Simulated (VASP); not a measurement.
Computed with SCAN meta-GGA, VASP's PBE PAW potentials (set 64) (plane waves; VASP).

VASP input:

### INCAR
```
# general
SYSTEM  = InSb
PREC    = Accurate
ENCUT   = 520   # plane-wave cut-off (eV)
LREAL   = F   # projection in real space or not
LASPH   = T   # aspherical one-centre terms

# electronic loop
EDIFF   = 1E-6   # SCF stop (eV)
NELM    = 100
ALGO    = Normal   # blocked Davidson
LMAXMIX = 4   # l cut-off of mixed one-centre charges
LMIXTAU = T

# smearing
ISMEAR  = 1   # Methfessel-Paxton
SIGMA   = 0.1   # width (eV)

# functional
METAGGA = SCAN

# ions
IBRION  = 2
NSW     = 60
ISIF    = 3   # ions, shape and volume
EDIFFG  = -0.01   # ionic stop

# output
LWAVE   = F
LCHARG  = F
```

### KPOINTS
```
Regular mesh
0
gamma
 9 9 9
0 0 0
```

### POSCAR
```
InSb
1.0
  0.0000000000   3.2629633089   3.2629633089
  3.2629633089   0.0000000000   3.2629633089
  3.2629633089   3.2629633089   0.0000000000
In Sb
1 1
Direct
  0.0000000000   0.0000000000   0.0000000000
  0.2500000000   0.2500000000   0.2500000000
```

POTCAR, in this order: In_d Sb (PBE.64 set). Program: vasp_std.

Unless said otherwise, spin-orbit coupling is left out, though it shifts the bands of the heavy elements here.

Task: What does the run give for the energy per atom (σ→0), volume per atom, band gap (on the k-mesh)?

Result: 
```json
{
  "energy per atom (σ→0)": "-35.469 eV/atom",
  "band gap (on the k-mesh)": "none (metal, semimetal or under 0.01 eV)",
  "volume_per_atom": "34.66 Å^3/atom"
}
```

**OSZICAR**
```
...
DAV:   6    -0.709384256560E+02   -0.33437E-04   -0.49995E-05   910   0.935E-02    0.147E-02
DAV:   7    -0.709384742928E+02   -0.48637E-04   -0.15040E-04   910   0.157E-01    0.788E-03
DAV:   8    -0.709384556701E+02    0.18623E-04   -0.20556E-05   910   0.480E-02    0.331E-03
DAV:   9    -0.709384545023E+02    0.11678E-05   -0.51198E-06   910   0.307E-02    0.329E-03
DAV:  10    -0.709384347949E+02    0.19707E-04   -0.12105E-06   485   0.106E-02    0.402E-03
DAV:  11    -0.709384488855E+02   -0.14091E-04   -0.22934E-06   910   0.210E-02    0.186E-03
DAV:  12    -0.709384483985E+02    0.48697E-06   -0.10956E-07   455   0.431E-03
   2 F= -.70938448E+02 E0= -.70938459E+02  d E =0.797759E-04
```

The compound is InSb in the zinc blende structure. This run relaxes it. Symmetry was kept, so distortions that lower it aren't found. The start is the result of an earlier pass.
